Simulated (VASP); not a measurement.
Output of a VASP run:

**OSZICAR**
```
       N       E                     dE             d eps       ncg     rms          rms(c)
DAV:   1    -0.886149860043E+02   -0.88615E+02   -0.15855E-02  3542   0.220E+00    0.168E+00
DAV:   2    -0.907679556642E+02   -0.21530E+01   -0.28965E+00  3614   0.308E+01    0.229E+01
DAV:   3    -0.888368654106E+02    0.19311E+01   -0.27511E+00  3470   0.273E+01    0.950E+00
DAV:   4    -0.886001561589E+02    0.23671E+00   -0.49861E-01  3390   0.101E+01    0.126E+00
DAV:   5    -0.886057280836E+02   -0.55719E-02   -0.47933E-02  3632   0.280E+00    0.891E-01
DAV:   6    -0.886043211898E+02    0.14069E-02   -0.19078E-02  2993   0.205E+00    0.494E-01
DAV:   7    -0.886043398176E+02   -0.18628E-04   -0.44269E-03  3065   0.102E+00    0.313E-01
DAV:   8    -0.886042866217E+02    0.53196E-04   -0.16296E-03  3301   0.636E-01    0.271E-01
DAV:   9    -0.886042766114E+02    0.10010E-04   -0.91775E-04  3197   0.450E-01    0.207E-01
DAV:  10    -0.886042054466E+02    0.71165E-04   -0.36040E-04  3203   0.312E-01    0.913E-02
DAV:  11    -0.886042144245E+02   -0.89779E-05   -0.90712E-05  3428   0.173E-01    0.860E-02
DAV:  12    -0.886042461193E+02   -0.31695E-04   -0.47806E-05  3466   0.103E-01    0.691E-02
DAV:  13    -0.886042438324E+02    0.22868E-05   -0.23396E-05  3276   0.900E-02    0.472E-02
DAV:  14    -0.886042433400E+02    0.49243E-06   -0.15181E-05  3162   0.572E-02    0.111E-02
DAV:  15    -0.886042406599E+02    0.26801E-05   -0.57981E-06  3063   0.235E-02    0.126E-02
DAV:  16    -0.886042379774E+02    0.26824E-05   -0.84546E-07  1859   0.100E-02    0.816E-03
DAV:  17    -0.886042386008E+02   -0.62342E-06   -0.35448E-07  1710   0.568E-03
   1 F= -.88604239E+02 E0= -.88606394E+02  d E =0.646527E-02  mag=    10.9562
```

File OUTCAR:
```
------------------------ aborting loop because EDIFF is reached ----------------------------------------
  FORCE on cell =-STRESS in cart. coord.  units (eV):
  Direction    XX          YY          ZZ          XY          YZ          ZX
  --------------------------------------------------------------------------------------
  Total       -3.2018744     -3.2018741     -0.5605011     -0.0000000      0.0000000     -0.0000000
  in kB      -11.9355589    -11.9355579     -2.0893680     -0.0000000      0.0000000     -0.0000000
  external PRESSURE =      -8.6534949 kB  Pullay stress =       0.0000000 kB
  volume of cell :      429.81
      direct lattice vectors                 reciprocal lattice vectors
     4.972299573  0.000000000  0.000000000     0.201114190 -0.116113336  0.000000000
     2.486149786  4.306137572  0.000000000     0.000000000  0.232226673  0.000000000
     0.000000000  0.000000000 20.073676611     0.000000000  0.000000000  0.049816485
 POSITION                                       TOTAL-FORCE (eV/Angst)
 -----------------------------------------------------------------------------------
      0.00121      0.00070      7.00996        -0.003800     -0.002194     -0.008573
      2.48494      0.00070      7.00996         0.003800     -0.002194     -0.008573
      1.24307      2.15168      7.00996         0.000000      0.004388     -0.008573
      3.72922      2.15307      6.99143        -0.000000      0.000000      0.000952
      1.24308      0.71769      9.02383        -0.000000     -0.000000     -0.016066
      3.72923      0.71940      8.99997         0.000000      0.003920      0.004258
      2.48763      2.86991      8.99997         0.003395     -0.001960      0.004258
      4.97083      2.86991      8.99997        -0.003395     -0.001960      0.004258
      4.96876      1.43742     11.03014         0.002007     -0.001159      0.003645
      2.48968      1.43742     11.03014        -0.002007     -0.001159      0.003645
      6.21537      3.58845     11.02021        -0.000000     -0.000000     -0.001188
      3.72922      3.58436     11.03014         0.000000      0.002318      0.003645
      7.42699      4.28798     13.06982         0.003322      0.001918      0.002916
      5.00376      4.28798     13.06982        -0.003322      0.001918      0.002916
      6.21537      2.18939     13.06982        -0.000000     -0.003836      0.002916
      3.72922      2.15307     13.05364        -0.000000      0.000000      0.001251
      1.24308      0.71769     14.62476        -0.000000      0.000000      0.008313
 -----------------------------------------------------------------------------------
    total drift:                               -0.000304     -0.000175      0.005343
  FREE ENERGIE OF THE ION-ELECTRON SYSTEM (eV)
  ---------------------------------------------------
  free  energy   TOTEN  =       -88.6042386008 eV

  energy  without entropy=      -88.6107038704  energy(sigma->0) =      -88.60639369

 total charge

# of ion       s       p       d       tot
------------------------------------------
    1        0.493   0.390   8.303   9.187
    2        0.493   0.390   8.303   9.187
    3        0.493   0.390   8.303   9.187
    4        0.495   0.388   8.294   9.177
    5        0.500   0.507   8.308   9.316
    6        0.500   0.507   8.307   9.314
    7        0.500   0.507   8.307   9.314
    8        0.500   0.507   8.307   9.314
    9        0.496   0.498   8.304   9.299
   10        0.496   0.498   8.304   9.299
   11        0.506   0.501   8.325   9.333
   12        0.496   0.498   8.304   9.299
   13        0.504   0.514   8.341   9.358
   14        0.504   0.514   8.341   9.358
   15        0.504   0.514   8.341   9.358
   16        0.460   0.376   8.333   9.168
   17        1.359   2.297   0.000   3.656
--------------------------------------------------
tot          9.301   9.797 133.025 152.122

 magnetization (x)

# of ion       s       p       d       tot
------------------------------------------
    1       -0.006  -0.024   0.739   0.709
    2       -0.006  -0.024   0.739   0.709
    3       -0.006  -0.024   0.739   0.709
...
```
(Selected blocks of OUTCAR.)

**POSCAR**
```
Ni16S
1
    4.9722995727     0.0000000000     0.0000000000
    2.4861497864     4.3061375725     0.0000000000
    0.0000000000     0.0000000000    20.0736766108
Ni S
16 1
Direct
  0.0001616061   0.0001616061   0.3492115470
  0.4996767879   0.0001616061   0.3492115470
  0.0001616061   0.4996767879   0.3492115470
  0.5000000000   0.5000000000   0.3482886872
  0.1666670000   0.1666670000   0.4495353601
  0.6664690633   0.1670628733   0.4483468871
  0.1670628733   0.6664690633   0.4483468871
  0.6664690633   0.6664690633   0.4483468871
  0.8323849029   0.3338070485   0.5494829193
  0.3338070485   0.3338070485   0.5494829193
  0.8333330000   0.8333330000   0.5489882040
  0.3338070485   0.8323849029   0.5494829193
  0.9957822779   0.9957822779   0.6510925521
  0.5084354441   0.9957822779   0.6510925521
  0.9957822779   0.5084354441   0.6510925521
  0.5000000000   0.5000000000   0.6502866948
  0.1666670000   0.1666670000   0.7285543376
```

Question: Reconstruct the remaining input files.

Answer: This is not unique; one that fits is the input of the run itself, PBE GGA, plane waves, VASP's PBE PAW potentials (set 64).

### INCAR
```
SYSTEM = Ni16S
PREC = Normal
ENCUT = 400
EDIFF = 1E-6
NELM = 100
ALGO = Normal
LREAL = .FALSE.
LASPH = .TRUE.
ISMEAR = 1
SIGMA = 0.1
GGA = PE
LMAXMIX = 4
ISPIN = 2
MAGMOM = 0.8 0.8 0.8 0.8 0.8 0.8 0.8 0.8 0.8 0.8 0.8 0.8 0.8 0.8 0.8 0.8 0.0
LORBIT = 11
LWAVE = .FALSE.
LCHARG = .FALSE.
NELMIN = 4
LDIPOL = .TRUE.
IDIPOL = 3
DIPOL = 0.5 0.5 0.5
LVHAR = .TRUE.
```

### KPOINTS
```
K-points
0
G
6 6 1
```

POTCAR, in this order: Ni S (PBE.64 set). Program: vasp_std. Read from the step before: WAVECAR.

The moments were started parallel, and other spin orders were not tried in this run.

The cell is a thin slab with vacuum, built from Ni (fcc): (111) face, S adsorbed.
